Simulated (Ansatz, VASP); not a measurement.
# Cross-check of PN between VASP and Ansatz

Aim: how closely do two programs agree when they are given the same cell, functional and k mesh? The cell is generated by rule, not measured, and may not be a known phase. The two relaxations start from unlike cells of this crystal (the structure described is Ansatz's start), so only their ends are compared.

Program: Ansatz 0.2.0. Level of theory: plane waves, with VASP 6.6.1 beside it; relaxation of cell and atoms at PBEsol. Results are calculated unless marked as measured.

The structure was built from a prototype and need not be the compound's stable phase.

**1. Set-up**

It takes space group Imm2 (No. 44, orthorhombic). Conventional cell: a = 3.046 Å, b = 4.308 Å, c = 3.046 Å, α = 90.00°, β = 90.00°, γ = 90.00°. P has 2 N at 1.85 Å nearest. Nearest to N lie 2 P at 1.85 Å. Farther neighbours and most contacts between anions are not listed.

**2. Ansatz: relaxation of cell and atoms, PBEsol, pair 1**

Ansatz runs on its default PAW (the set named soft_2) files.

The relaxed volume is the usual yardstick between codes: in a stiff, nearly cubic crystal its relative difference is about their pressure difference at one cell divided by the bulk modulus.

input.yaml reads:

```yaml
crystal:
  lattice:
    - [1.5230062315, 0.8793080578, 2.4870027869]
    - [-1.5230062315, 0.8793080578, 2.4870027869]
    - [0.0, -1.7586161155, 2.4870027869]
  atoms:
    - { symbol: P, position: [0.5475086547, 0.5000003564, 0.5000003564] }
    - { symbol: "N", position: [-0.1050561692, -7.882e-07, -7.882e-07] }
kpoints:
  mp_grid: { grid: [12, 12, 12] }
hamiltonian:
  xc: pbesol
scf:
  occupations: { method: gaussian, width: 0.02 }
output:
  forces: true
  stress: true
  eigenvalues: true
relax:
  adjacent_minimum: "off"
  f_tol: 0.002
  max_steps: 120
  cell: { stress_tol: 0.03 }
```

Command:

```
ansatz run input.yaml --threads 4 --pin off --max-ram 7168MiB --backend cpu --events-out ev --progress --plain --runs-dir out
```

Numbers of over 12 decimals in the logs are rounded to 6 here.

The program printed:

```text
Warning: 2 symmetry operations that the atoms keep within the bar at which the run's group was sought (crystal.symmetry.tolerance 1.0e-5, or twice it) were not taken beside the 2 unitary ones that the detection took (of a slab, those that keep its plane). If the more symmetric cell is meant, write the vectors of crystal.lattice to more decimals, or, with the positions in fractional coordinates, give it by lengths and [...]
Engine: ansatz 0.2.0, aarch64-unknown-linux-gnu
Pseudopotentials: kind: paw
Pseudopotential: P, paw, valence charge 5, recommended cutoff 420 eV (normal), P.paw.azcp
Pseudopotential: N, paw, valence charge 5, recommended cutoff 420 eV (normal), N.paw.azcp
Functional definition: PBEsol
  exchange = pbesol_x
  correlation = pbesol_c
Crystal: 2 atoms, lattice volume = 19.983 Å³
Basis set: ecut = 420 eV, 387 PW (Γ), exchange–correlation on 48×48×48 points (8 copies of the dense FFT grid, shifted against one another)
Bands: 9, of which v1, the nominal top of the filled ones, is band 5 counted from 1 (4 counted from 0)
Symmetry: 2 space group operations
Space group: Cm (ITA 8), of the structure as read, at distance tolerance 2.7e-5 Å
k-points: 476 of 1728 (time reversal used)
Non-local potential: P, projectors of the file, l = 0: 2, l = 1: 2, l = 2: 2
Non-local potential: N, projectors of the file, l = 0: 2, l = 1: 2, l = 2: 1
PAW form: soft (Blöchl's): semilocal exchange-correlation on the pseudo side does not see the compensation charge
PAW frozen core: P, regenerated for the run's functional, and the local potential with it (the file was generated under x = pbe(κ = 0.804, μ = 0.219515), c = pbe(β = 0.066725))
PAW frozen core: N, regenerated for the run's functional, and the local potential with it (the file was generated under x = pbe(κ = 0.804, μ = 0.219515), c = pbe(β = 0.066725))
PAW one-centre angular grid: P, 110 points (default); XC on 64 Gauss nodes
PAW one-centre angular grid: N, 110 points (default); XC on 64 Gauss nodes
Initial density: superposition of atomic densities (neutral atoms: chi_scale 0, normalization atom), corrected by the library's trained network
Initial wavefunctions: pseudopotential atomic-orbital guess
Functional: x = pbesol(κ = 0.804, μ = 0.123457), c = pbesol(β = 0.046)
SCF iter   1: F=—  HF=-1117.074572 eV  |F-HF|=—  |Δ(HF+E_count)|=         —  Δρ=8.42e-3  dr2=1.13e-2  ethr=1.77e-3  ⟨swp⟩=6.3  Hψ=35177  notcnv=0
preconditioner: auto → none  [insulator: Δε(μ)=0.121 eV  Ē_g=13.711 eV  σ=0.020 eV  W_gap=1.00  n_scr=0 (ndim 8)  ℏωp=26.3 eV  f_vac=0.000  D(μ)=0.00/eV (n_scr^D=0)  ε∞_Penn≈4.7]
SCF iter   2: F=—  HF=-1117.072077 eV  |F-HF|=—  |Δ(HF+E_count)|=   2.50e-3  Δρ=3.47e-3  dr2=1.37e-3  ethr=1.13e-4  ⟨swp⟩=2.0  Hψ=9758  notcnv=0
SCF iter   3: F=—  HF=-1117.071865 eV  |F-HF|=—  |Δ(HF+E_count)|=   2.12e-4  Δρ=5.68e-4  dr2=3.38e-5  ethr=1.37e-5  ⟨swp⟩=2.2  Hψ=5302  notcnv=0
SCF iter   4: F=—  HF=-1117.071865 eV  |F-HF|=—  |Δ(HF+E_count)|=   3.44e-7  Δρ=1.00e-4  dr2=7.50e-7  ethr=3.38e-7  ⟨swp⟩=2.0  Hψ=5921  notcnv=0
iter 5 did not close the SCF: its close was put off for the readings that it lacked (scf_convergence_deferred on its scf_iter line)
SCF iter   5: F=-1117.071866 eV  HF=-1117.071866 eV  |F-HF|=3.94e-9  |Δ(HF+E_count)|=   2.28e-7  Δρ=1.35e-5  dr2=9.90e-9  ethr=7.50e-9  ⟨swp⟩=2.0  Hψ=6432  notcnv=0
SCF iter   6: F=-1117.071866 eV  HF=-1117.071866 eV  |F-HF|=2.93e-11  |Δ(HF+E_count)|=   4.95e-9  Δρ=1.36e-6  dr2=1.48e-10  ethr=9.90e-11  ⟨swp⟩=2.4  Hψ=16952  notcnv=0
SCF 1 converged in 6 iterations: F = -1117.071866 eV  dr2 = 1.48e-10
  greatest PAW one-centre occupation: 0.849 electrons in one spin orbital (limit 2), on the P atom at site 0 (counted from 0), in its partial waves of l = 0
relax step   1: F+E_penalty+E_count = -1117.07186553 eV  Δ(F+E_penalty+E_count) = +0.000e0 eV  max|allowed force component| = 1.252e-1 eV/Å  Δτ_max = 0.0000 Å  P = +8.612 GPa  Ω = 19.983 Å³  (6 SCF iters, dr2 threshold 1.00e-7 eV, accepted)
[...]
relax step  29: F+E_penalty+E_count = -1117.86995960 eV  Δ(F+E_penalty+E_count) = +1.934e-4 eV  max|allowed force component| = 1.053e-4 eV/Å  Δτ_max = 0.0013 Å  P = +0.012 GPa  Ω = 30.722 Å³  energy of the carried Pulay correction = -2.347e-4 eV  (6 SCF iters, dr2 threshold 2.05e-8 eV, accepted)
[...]
relax step  30: F+E_penalty+E_count = -1117.86981196 eV  Δ(F+E_penalty+E_count) = +1.476e-4 eV  max|allowed force component| = 6.650e-4 eV/Å  Δτ_max = 0.0008 Å  P = -0.004 GPa  Ω = 30.795 Å³  energy of the carried Pulay correction = -3.888e-4 eV  (6 SCF iters, dr2 threshold 3.05e-9 eV, accepted)
[...]
relax step  31: F+E_penalty+E_count = -1117.87021229 eV  Δ(F+E_penalty+E_count) = -4.003e-4 eV  max|allowed force component| = 6.281e-4 eV/Å  Δτ_max = 0.0000 Å  P = +0.001 GPa  Ω = 30.795 Å³  stress off target by 2.31e-2 GPa  SCF on the basis re-selected at this cell (its energy is not comparable with the rows above)  (8 SCF iters)
basis re-selected at this cell: Δ(F+E_penalty+E_count) = -4.003e-4 eV, ΔP = +0.005 GPa vs the last step (what re-selecting the basis moved, of the pressure what is left beyond the Pulay correction that the steps carried, after the strain that the cell walked since its last selection, with what the two solves' SCF thresholds leave and, on support functions, any second-order correction that the steps lacked; it is no m [...]
SCF converged after 8 iterations
Free energy (F): -1117.870212 eV
Harris-Foulkes:  -1117.870212 eV  (|F-HF|=0.00e0)
Internal energy: -1117.870212 eV  (E = F + TS)
E sigma→0 (E₀):  -1117.870212 eV
Fermi energy:    4.986734 eV
--- Per-component energies (eV) ---
  E_band       = -21.852396
  E_kinetic    = 200.265805
  E_local      = -374.855823  (includes V_loc(G=0)·N_el)
  E_nonlocal   = 80.169252
  E_hartree    = 117.100116
  E_xc         = -119.258478
  E_vxc        = -134.971676  (∫ρ·V_xc dr)
  E_paw        = -676.437498  (= ΣΔE_a)
  E_vpaw       = -26.660282  (= ΣTr[D̂ρ^β])
  E_aug_tail   = 0.000096  (compensation charges beyond the density's cutoff)
  E_ewald      = -344.927878
  E_core_change = 0.074195  (= ΣΔE_core)
  E_smearing   = -0.000000  (= −TS)
  E_closure    = 0.000000  (closes the sum)
  Σ components = -1117.870212   (vs F -1117.870212, Δ=0.00e0)
--- Forces (eV/Å), atoms counted from 1 ---
  atom   1  P      0.00005200     0.00003002    -0.00062808
  atom   2  N     -0.00005201    -0.00003003     0.00062808
  max |Σ_I F_I| component: 7.76e-9 eV/Å
--- Stress (GPa, compression-positive) ---
       -0.000758       0.009791       0.010342
        0.009791      -0.012064       0.005971
        0.010342       0.005971       0.015256
  P = ⅓ Tr σ = 0.0008 GPa (0.008 kbar)
--- Band table (eV; the first three rows and the last of 476) ---
  k-point 0: bands = ["-13.5251", "-1.0128", "1.1897", "1.3551", "2.1768", "6.4029", "10.5481", "14.6213", "15.2476"]
  k-point 1: bands = ["-13.4032", "-1.0168", "0.5670", "1.3024", "2.5322", "6.5064", "11.0281", "13.6152", "15.1892"]
  k-point 2: bands = ["-13.0444", "-1.4557", "-0.2272", "1.2797", "3.1181", "6.7268", "11.5620", "12.4707", "14.6186"]
  k-point 475: bands = ["-13.1971", "-3.1135", "0.7397", "1.1091", "4.1227", "7.4972", "10.2029", "14.3320", "14.5209"]
--- Relaxed structure (26 steps of the walk, 26 accepted, 5 SCFs on fresh bases) ---
  F+E_penalty+E_count = -1117.87021229 eV   max|allowed force component| = 6.281e-4 eV/Å   (the final SCF, on the basis selected at the relaxed cell)
  cell:  # Å, volume = 30.7950 Å³
    - [2.217900, 1.280505, 3.621685]
    - [-1.419996, 0.692568, 3.340931]
    - [-0.110216, -1.576036, 3.340931]
  atoms:
    - { symbol: P, position: [0.606730, 0.500025, 0.500025] }
    - { symbol: N, position: [-0.164277, -2.5341317646976336e-5, -2.5341317647045725e-5] }
```

**3. VASP: relaxation of cell and atoms, PBEsol, pair 1**

Its own start cell and the same functional, mesh and smearing now go to VASP, with its own data sets.

Lines of VASP's logs that name or quote its potential files are left out, and so is its time.

INCAR reads:

```
SYSTEM = PN
PREC = Accurate
ENCUT = 600
EDIFF = 1E-07
NELM = 120
ISMEAR = 0
SIGMA = 0.02
LREAL = .FALSE.
ALGO = Normal
GGA = PS
NBANDS = 11
LORBIT = 11
LWAVE = .FALSE.
LCHARG = .FALSE.
ISIF = 3
IBRION = 2
NSW = 80
EDIFFG = -0.005
LASPH = .TRUE.
GGA_COMPAT = .FALSE.
NELMIN = 4
EFERMI = MIDGAP
KPAR = 2
```

POSCAR reads:

```
PN
1.0
    1.9663770747      1.1352884092      3.2109069029
   -1.4637681854      0.6768448750      3.0652041552
   -0.1457193363     -1.6060829923      3.0652041454
P N
1 1
Direct
    0.5903870554      0.4999987482      0.4999988518
    0.8520651407      0.0000008246      0.0000007957
```

KPOINTS reads:

```
Automatic mesh
0
Gamma
12 12 12
0 0 0
```

Potentials, in the order of the species: P and N (PBE family, release 64).

Command:

```
mpirun -np 2 vasp_std
```

The program printed:

```text
[banner, memory and clock lines left out]
running    2 mpi-ranks, on    1 nodes
 distrk:  each k-point on    1 cores,    2 groups
 distr:  one band on    1 cores,    1 groups

 POSCAR found type information on POSCAR P N
 POSCAR found :  2 types and       2 ions
|                                                                             |
|               ----> ADVICE to this user running VASP <----                  |
|                                                                             |
|     You enforced a specific xc type in the INCAR file but a different       |
|     [... a line on the potential file left out ...]
|     I HOPE YOU KNOW WHAT YOU ARE DOING!                                     |
|                                                                             |

 LDA part: xc-table for (Slater+PW92), standard interpolation
 POSCAR, INCAR and KPOINTS ok, starting setup
 FFT: planning ... GRIDC
 FFT: planning ... GRID_SOFT
 FFT: planning ... GRID
 WAVECAR not read
 entering main loop
       N       E                     dE             d eps       ncg     rms          rms(c)
DAV:   1     0.225243606659E+02    0.22524E+02   -0.52592E+03 10496   0.896E+02
DAV:   2    -0.139396591412E+02   -0.36464E+02   -0.35108E+02 13167   0.174E+02
DAV:   3    -0.152204535033E+02   -0.12808E+01   -0.12777E+01 13353   0.306E+01
DAV:   4    -0.152266172856E+02   -0.61638E-02   -0.61628E-02 12653   0.231E+00
DAV:   5    -0.152266597584E+02   -0.42473E-04   -0.42472E-04 13671   0.184E-01    0.122E+01
DAV:   6    -0.137953416348E+02    0.14313E+01   -0.10983E+01 15033   0.195E+01    0.521E+00
DAV:   7    -0.137386147068E+02    0.56727E-01   -0.50618E-01 11711   0.572E+00    0.348E+00
DAV:   8    -0.137211085035E+02    0.17506E-01   -0.85001E-02 12772   0.231E+00    0.397E-01
DAV:   9    -0.137192806653E+02    0.18278E-02   -0.11394E-02 12843   0.703E-01    0.238E-01
DAV:  10    -0.137193235622E+02   -0.42897E-04   -0.87261E-04 12461   0.227E-01    0.983E-02
DAV:  11    -0.137193145227E+02    0.90395E-05   -0.31847E-05 12889   0.488E-02    0.159E-02
DAV:  12    -0.137193157713E+02   -0.12486E-05   -0.24319E-06 12468   0.125E-02    0.260E-03
DAV:  13    -0.137193158095E+02   -0.38193E-07   -0.19816E-07 10808   0.370E-03
   1 F= -.13719316E+02 E0= -.13719303E+02  d E =-.137193E+02
[... from here on, the cycles between the ionic steps are left out ...]
   2 F= -.13722850E+02 E0= -.13722808E+02  d E =-.353451E-02
   3 F= -.13723353E+02 E0= -.13723308E+02  d E =-.403715E-02
   5 F= -.13728333E+02 E0= -.13728315E+02  d E =-.497957E-02
   6 F= -.13733965E+02 E0= -.13733943E+02  d E =-.106124E-01
   7 F= -.13738564E+02 E0= -.13738564E+02  d E =-.152108E-01
   8 F= -.13742586E+02 E0= -.13742586E+02  d E =-.402271E-02
   9 F= -.13744894E+02 E0= -.13744894E+02  d E =-.632993E-02
  10 F= -.13744903E+02 E0= -.13744903E+02  d E =-.633969E-02
  11 F= -.13744902E+02 E0= -.13744902E+02  d E =-.633808E-02
  12 F= -.13744932E+02 E0= -.13744932E+02  d E =-.303483E-04
  13 F= -.13744933E+02 E0= -.13744933E+02  d E =-.308909E-04
 curvature:  -2.05 expect dE=-0.153E-03 dE for cont linesearch -0.101E-08
 trial: gam= 0.44464 g(F)=  0.427E-04 g(S)=  0.322E-04 ort = 0.639E-06 (trialstep = 0.494E+00)
 search vector abs. value=  0.238E-03
 bond charge predicted
       N       E                     dE             d eps       ncg     rms          rms(c)
DAV:   1    -0.137450199727E+02   -0.87192E-04   -0.28005E-03 10895   0.397E-01    0.422E-02
DAV:   2    -0.137449701136E+02    0.49859E-04   -0.19218E-04 12859   0.958E-02    0.198E-02
DAV:   3    -0.137449585255E+02    0.11588E-04   -0.23932E-05 12045   0.338E-02    0.881E-03
DAV:   4    -0.137449562014E+02    0.23241E-05   -0.75357E-06 12402   0.172E-02    0.344E-03
DAV:   5    -0.137449560340E+02    0.16738E-06   -0.39991E-07 11956   0.508E-03    0.168E-03
DAV:   6    -0.137449559672E+02    0.66782E-07   -0.54047E-08  5986   0.173E-03
  14 F= -.13744956E+02 E0= -.13744956E+02  d E =-.232205E-04
 trial-energy change:   -0.000023  1 .order   -0.000023   -0.000037   -0.000009
 step:   0.6633(harm=  0.6633)  dis= 0.00009  next Energy=   -13.744958 (dE=-0.249E-04)
 reached required accuracy - stopping structural energy minimisation
```

Parts of OUTCAR (step 3):

```text
ion  position               nearest neighbor table
   1  0.590  0.500  0.500-   2 1.67   2 1.67
   2  0.852  0.000  0.000-   1 1.67   1 1.67

  LATTYP: Found a base centered monoclinic cell.
 ALAT       =     6.4059222204
 B/A-ratio  =     0.4115095160
 C/A-ratio  =     0.6139026428
 COS(beta)  =    -0.6138596129

 Subroutine GETGRP returns: Found  2 space group operations
 (whereof  2 operations were pure point group operations)

The static configuration has the point symmetry C_1h.

 Found    476 irreducible k-points:

   k-points           NKPTS =    476   k-points in BZ     NKDIM =    476   number of bands    NBANDS=     11

   dimension x,y,z NGX =    32 NGY =   28 NGZ =   28
   dimension x,y,z NGXF=    64 NGYF=   56 NGZF=   56

   ENCUT  =  600.0 eV  44.10 Ry    6.64 a.u.   7.85  6.92  6.92*2*pi/ulx,y,z

   NELECT =      10.0000    total number of electrons

 k-points in reciprocal lattice and weights: Automatic mesh
   0.00000000  0.00000000  0.00000000       0.001
   0.08333333  0.00000000  0.00000000       0.001
   0.16666667 -0.00000000  0.00000000       0.001
   0.25000000 -0.00000000  0.00000000       0.001
   0.33333333 -0.00000000  0.00000000       0.001
   0.41666667 -0.00000000  0.00000000       0.001
   0.50000000 -0.00000000  0.00000000       0.001
  -0.00000000  0.08333333  0.00000000       0.002
   0.08333333  0.08333333  0.00000000       0.002
[...]
0.41666667  0.50000000  0.50000000       0.001
   0.50000000  0.50000000  0.50000000       0.001

 average (electrostatic) potential at core
       1 -85.1955       2 -64.7641

 E-fermi :   3.8269

 k-point     1 :       0.0000    0.0000    0.0000
  band No.  band energies     occupation
      1     -14.7138      2.00000
      2      -2.1370      2.00000
      3       0.0268      2.00000
      4       0.2595      2.00000
      5       0.9699      2.00000
      6       5.2512      0.00000
      7       9.4456      0.00000
      8      13.4781      0.00000
      9      14.3053      0.00000
     10      14.4775      0.00000
    ...

 k-point     2 :       0.0833    0.0000    0.0000
  band No.  band energies     occupation
      1     -14.6916      2.00000
      2      -2.3224      2.00000
      3       0.0209      2.00000
      4       0.0419      2.00000
      5       1.2960      2.00000
      6       5.3960      0.00000
      7       9.3701      0.00000
      8      13.4710      0.00000
      9      13.9593      0.00000
     10      14.7707      0.00000
    ...

 k-point     3 :       0.1667   -0.0000    0.0000
  band No.  band energies     occupation
      1     -14.6299      2.00000
      2      -2.7987      2.00000
      3      -0.1887      2.00000
      4       0.0049      2.00000
      5       1.8073      2.00000
      6       5.7497      0.00000
      7       9.1997      0.00000
      8      13.4499      0.00000
      9      13.6617      0.00000
     10      14.7991      0.00000
    ...

  Total       -0.0036043     -0.0012880      0.0022576     -0.0020060      0.0052082      0.0090210
  in kB       -0.1911466     -0.0683071      0.1197302     -0.1063821      0.2762065      0.4784105
  external PRESSURE =      -0.0465745 kB  Pullay stress =       0.0000000 kB

  energy-cutoff  :      600.00
  volume of cell :       30.21
      direct lattice vectors                 reciprocal lattice vectors
     2.185455865  1.261773615  3.569088021     0.248464569  0.143451065  0.077327564
    -1.427156379  0.689189044  3.307137574    -0.324849009  0.253027971  0.109461899
    -0.116723083 -1.580548326  3.307137556     0.056704157 -0.407841453  0.109461899

 POSITION                                       TOTAL-FORCE (eV/Angst)
 -----------------------------------------------------------------------------------
      0.55061      0.31790      5.46700        -0.001019     -0.000588     -0.001607
      1.82986      1.05647      2.98837         0.001019      0.000588      0.001607
 -----------------------------------------------------------------------------------
    total drift:                                0.000057      0.000002      0.000133

  FREE ENERGIE OF THE ION-ELECTRON SYSTEM (eV)
  ---------------------------------------------------
  free  energy   TOTEN  =       -13.7449559672 eV

  energy  without entropy=      -13.7449559672  energy(sigma->0) =      -13.74495597

 reached required accuracy - stopping structural energy minimisation

 total charge
# of ion       s       p       d       tot
------------------------------------------
    1        1.097   1.330   0.000   2.428
    2        1.277   2.496   0.000   3.773
--------------------------------------------------
tot          2.375   3.826   0.000   6.201

[... 3 further parts left out ...]
```

CONTCAR:

```
PN
   1.00000000000000
     2.1854558649346716    1.2617736150576280    3.5690880211661966
    -1.4271563788245156    0.6891890435237913    3.3071375736974198
    -0.1167230832785637   -1.5805483264907354    3.3071375558772949
  P               N
     1     1
Direct
     0.6051603075768673    0.4999985710744896    0.4999986746609605
     0.8372918885231323    0.0000010017255106    0.0000009728390370
```

After so large a change of volume the plane waves of the start cell no longer fit, so the final stress carries a basis-set error.

**4. Differences**

Known differences besides the potentials themselves: the cutoff is 420 eV in Ansatz and 600 eV in VASP; Ansatz makes its cores anew for this functional, VASP keeps those of its PBE data sets; Ansatz adds a Pulay correction to the stress that steers its cell, VASP none. Total energies have different zeros and are not compared.

Both answers:

| quantity | Ansatz | VASP | difference |
| --- | --- | --- | --- |
| volume (Å³) | 30.80 | 30.21 | +1.93 % |
| edge a after relaxation, in the typed setting (Å) | 4.436 | 4.371 | +1.48 % |
| edge b after relaxation, in the typed setting (Å) | 3.696 | 3.667 | +0.77 % |

[end of part 1 of 2]

[Lines on the potential files, build, host, timing and source positions are cut from VASP's logs without a mark.]

[Logs are printed without paths, hosts, clocks, repeated set-up lines and the standing remarks that a program may print on its own settings, such as how far it seeks lower states.]

[Hosts, paths, dates, database ids (printed as entryN), source tags and the programs' standing remarks are cut or masked in the printed files.]
